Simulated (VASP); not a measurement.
All values below come from PBE GGA, VASP's PBE PAW potentials (set 64) (plane waves; VASP).

The input files of a VASP run:

**INCAR**
```
LWAVE = .FALSE.
LREAL = .FALSE.
LMAXMIX = 4   # l cut-off of mixed one-centre charges
SYSTEM = SiGe
KSPACING = 0.2
PREC = Accurate
LCHARG = .FALSE.
KGAMMA = .FALSE.
LASPH = .TRUE.   # aspherical one-centre terms
ALGO = Normal   # blocked Davidson
GGA = PE
SIGMA = 0.1
NELM = 100
ISMEAR = 1   # Methfessel-Paxton
ISIF = 2   # forces and stress, cell fixed
EDIFF = 1E-6   # SCF stop (eV)
ENCUT = 400   # plane-wave cut-off (eV)
```

POSCAR:
```
SiGe
5.2196140
  0.7174861973   0.0000000000   0.0000000000
 -0.3587430028   0.6213612731   0.0000000000
  0.0000000000   0.0000000000   1.0000000000
Ge Si
2 2
Cart
  0.0000000000   0.0000000000   0.0000000000
  0.0000000000   0.0000000000   0.5000000000
 -0.0000002949   0.4142410558   0.2500000000
  0.3587434893   0.2071202172   0.7500000000
```

POTCAR, in this order: Ge_d Si (PBE.64 set). Program: vasp_std.

Output

OSZICAR:
```
       N       E                     dE             d eps       ncg     rms          rms(c)
DAV:   1     0.230092025884E+03    0.23009E+03   -0.15815E+04  5890   0.339E+03
DAV:   2     0.156110685161E+02   -0.21448E+03   -0.21019E+03  5406   0.626E+02
DAV:   3    -0.163591088386E+02   -0.31970E+02   -0.31559E+02  6318   0.153E+02
DAV:   4    -0.173736127370E+02   -0.10145E+01   -0.10088E+01  6146   0.314E+01
DAV:   5    -0.173957040621E+02   -0.22091E-01   -0.22084E-01  6522   0.482E+00    0.515E+00
DAV:   6    -0.173314102241E+02    0.64294E-01   -0.25611E-02  7248   0.246E+00    0.301E+00
DAV:   7    -0.172923308972E+02    0.39079E-01   -0.31595E-02  7312   0.242E+00    0.185E-01
DAV:   8    -0.172923700323E+02   -0.39135E-04   -0.41436E-03  7120   0.115E+00    0.640E-02
DAV:   9    -0.172923860311E+02   -0.15999E-04   -0.27033E-04  7232   0.267E-01    0.308E-02
DAV:  10    -0.172923959717E+02   -0.99406E-05   -0.25800E-05  6880   0.463E-02    0.619E-03
DAV:  11    -0.172923964422E+02   -0.47042E-06   -0.34774E-06  5424   0.170E-02
   1 F= -.17292396E+02 E0= -.17292276E+02  d E =-.361363E-03
```

**OUTCAR**
```
------------------------ aborting loop because EDIFF is reached ----------------------------------------
  FORCE on cell =-STRESS in cart. coord.  units (eV):
  Direction    XX          YY          ZZ          XY          YZ          ZX
  --------------------------------------------------------------------------------------
  Total        5.5275150      5.5275150     11.7449317      0.0000009      0.0000000     -0.0000000
  in kB      139.6907407    139.6907404    296.8165977      0.0000215      0.0000000     -0.0000000
  external PRESSURE =     192.0660263 kB  Pullay stress =       0.0000000 kB
  volume of cell :       63.40
      direct lattice vectors                 reciprocal lattice vectors
     3.745001000  0.000000000  0.000000000     0.267022626  0.154165544  0.000000000
    -1.872500000  3.243266000  0.000000000     0.000000000  0.308331170  0.000000000
     0.000000000  0.000000000  5.219614000     0.000000000  0.000000000  0.191585048
 POSITION                                       TOTAL-FORCE (eV/Angst)
 -----------------------------------------------------------------------------------
      0.00000      0.00000      0.00000         0.000000      0.000000     -0.000000
      0.00000      0.00000      2.60981         0.000000      0.000000     -0.000000
     -0.00000      2.16218      1.30490        -0.000000      0.000000     -0.000000
      1.87250      1.08109      3.91471         0.000000     -0.000000      0.000000
 -----------------------------------------------------------------------------------
    total drift:                               -0.000000     -0.000000      0.000000
  FREE ENERGIE OF THE ION-ELECTRON SYSTEM (eV)
  ---------------------------------------------------
  free  energy   TOTEN  =       -17.2923964422 eV

  energy  without entropy=      -17.2920350795  energy(sigma->0) =      -17.29227599
```
(Selected blocks of OUTCAR.)

The structure was generated: SiGe was put into the NiAs type (P6_3/mmc), which need not be its known phase. The cell was not relaxed at this level. The run is one of a series of settings (KGAMMA = .FALSE., KSPACING = 0.2, KPOINTS file removed against the base run), some of them coarse on purpose.
